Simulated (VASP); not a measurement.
Input:

```
CELL_PARAMETERS angstrom
      4.18557     0.00000     0.00000
     -2.09278     3.62481     0.00000
      0.00000     0.00000     4.28344
ATOMIC_POSITIONS crystal
  Eu 0.00000 0.00000 0.00000
  Zn 0.33333 0.66667 0.50000
  Ge 0.66667 0.33333 0.50000
```

Calculation: PBEsol GGA, VASP's PBE PAW potentials (set 64) (plane waves; VASP 6.6.1). Run with 400 eV cut-off, 10×10×8 Γ-centred mesh, tetrahedra with Blöchl corrections, potentials Eu_2 Zn Ge_d.

The 4f electrons are frozen in the core of the lanthanide potential, so 4f levels, which can set the real gap, and their magnetism are missing.

Tabulate the total density of states (states/eV per cell) against energy (eV; zero at the valence-band maximum or, without a gap, the Fermi level).

```json
[
 {"E (eV)": "-9.97", "DOS (states/eV)": "0.01"},
 {"E (eV)": "-9.75", "DOS (states/eV)": "0.21"},
 {"E (eV)": "-9.53", "DOS (states/eV)": "0.39"},
 {"E (eV)": "-9.30", "DOS (states/eV)": "0.62"},
 {"E (eV)": "-9.08", "DOS (states/eV)": "1.22"},
 {"E (eV)": "-8.86", "DOS (states/eV)": "1.76"},
 {"E (eV)": "-8.64", "DOS (states/eV)": "3.77"},
 {"E (eV)": "-8.42", "DOS (states/eV)": "0.57"},
 {"E (eV)": "-8.20", "DOS (states/eV)": "0.00"},
 {"E (eV)": "-7.98", "DOS (states/eV)": "0.00"},
 {"E (eV)": "-7.65", "DOS (states/eV)": "0.00"},
 {"E (eV)": "-7.43", "DOS (states/eV)": "4.69"},
 {"E (eV)": "-7.21", "DOS (states/eV)": "43.9"},
 {"E (eV)": "-6.99", "DOS (states/eV)": "2.78"},
 {"E (eV)": "-6.76", "DOS (states/eV)": "3.04"},
 {"E (eV)": "-6.54", "DOS (states/eV)": "2.18"},
 {"E (eV)": "-6.32", "DOS (states/eV)": "0.00"},
 {"E (eV)": "-6.10", "DOS (states/eV)": "0.00"},
 {"E (eV)": "-5.88", "DOS (states/eV)": "0.00"},
 {"E (eV)": "-5.66", "DOS (states/eV)": "0.00"},
 {"E (eV)": "-5.44", "DOS (states/eV)": "0.00"},
 {"E (eV)": "-5.22", "DOS (states/eV)": "0.08"},
 {"E (eV)": "-5.00", "DOS (states/eV)": "0.64"},
 {"E (eV)": "-4.78", "DOS (states/eV)": "1.41"},
 {"E (eV)": "-4.55", "DOS (states/eV)": "1.14"},
 {"E (eV)": "-4.33", "DOS (states/eV)": "0.76"},
 {"E (eV)": "-4.11", "DOS (states/eV)": "0.64"},
 {"E (eV)": "-3.89", "DOS (states/eV)": "0.52"},
 {"E (eV)": "-3.67", "DOS (states/eV)": "0.48"},
 {"E (eV)": "-3.45", "DOS (states/eV)": "0.51"},
 {"E (eV)": "-3.12", "DOS (states/eV)": "0.71"},
 {"E (eV)": "-2.90", "DOS (states/eV)": "0.82"},
 {"E (eV)": "-2.68", "DOS (states/eV)": "0.57"},
 {"E (eV)": "-2.46", "DOS (states/eV)": "0.75"},
 {"E (eV)": "-2.23", "DOS (states/eV)": "1.12"},
 {"E (eV)": "-2.01", "DOS (states/eV)": "1.75"},
 {"E (eV)": "-1.79", "DOS (states/eV)": "1.62"},
 {"E (eV)": "-1.57", "DOS (states/eV)": "1.23"},
 {"E (eV)": "-1.35", "DOS (states/eV)": "1.83"},
 {"E (eV)": "-1.13", "DOS (states/eV)": "1.99"},
 {"E (eV)": "-0.91", "DOS (states/eV)": "2.02"},
 {"E (eV)": "-0.69", "DOS (states/eV)": "1.82"},
 {"E (eV)": "-0.47", "DOS (states/eV)": "2.06"},
 {"E (eV)": "-0.25", "DOS (states/eV)": "1.44"},
 {"E (eV)": "-0.03", "DOS (states/eV)": "1.15"},
 {"E (eV)": "0.20", "DOS (states/eV)": "1.00"},
 {"E (eV)": "0.42", "DOS (states/eV)": "1.17"},
 {"E (eV)": "0.64", "DOS (states/eV)": "1.09"},
 {"E (eV)": "0.86", "DOS (states/eV)": "1.14"},
 {"E (eV)": "1.08", "DOS (states/eV)": "1.21"},
 {"E (eV)": "1.41", "DOS (states/eV)": "1.07"},
 {"E (eV)": "1.63", "DOS (states/eV)": "0.66"},
 {"E (eV)": "1.85", "DOS (states/eV)": "0.39"},
 {"E (eV)": "2.07", "DOS (states/eV)": "0.33"},
 {"E (eV)": "2.29", "DOS (states/eV)": "0.38"},
 {"E (eV)": "2.52", "DOS (states/eV)": "1.11"},
 {"E (eV)": "2.74", "DOS (states/eV)": "2.99"},
 {"E (eV)": "2.96", "DOS (states/eV)": "2.28"},
 {"E (eV)": "3.18", "DOS (states/eV)": "1.21"},
 {"E (eV)": "3.40", "DOS (states/eV)": "1.13"}
]
```
Within 2 eV below the Fermi level the largest weight inside VASP's projection spheres is Ge p, then Eu d.

The structure comes from a computed database's EuZnGe entry (P-6m2); how it stands against other phases isn't given here. It was relaxed first, which changed the volume by -9 %.
